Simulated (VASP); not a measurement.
Input:

```xyz
2
Lattice="0.0000 2.3169 2.2210 2.2508 0.0000 2.2210 2.2508 2.3169 0.0000" Properties=species:S:1:pos:R:3 pbc="T T T"
Hf     0.0000     0.0000     0.0000
N      2.3486     2.3169     2.2210
```

These are PBE GGA, VASP's PBE PAW potentials (set 64) (plane waves; VASP) values and carry that method's errors. Numerical set-up: 520 eV cut-off, 13×13×13 Γ-centred mesh, first-order Methfessel-Paxton smearing of 0.10 eV, potentials Hf N.

Q: Give the force on each atom (eV/Å).

A: 
```
atom      Fx     Fy     Fz
----  ------  -----  -----
Hf1    1.260  0.000  0.000
N2    -1.260  0.000  0.000
```

Q: Give the stress tensor in GPa (positive for a compressed cell).

A: 
```
 8.70   0.00   0.00
 0.00  -8.94   0.00
 0.00   0.00  11.92
```
The pressure is its mean diagonal, 3.89 GPa.

The compound is HfN in the rock salt structure. The cell was not relaxed at this level, atoms are displaced from their ideal sites. The run is one of a series of settings (POTCAR Hf N (PBE.64 set) against the base run), some of them coarse on purpose. The electron count is odd and the run is not spin-polarised, which forces a metal.
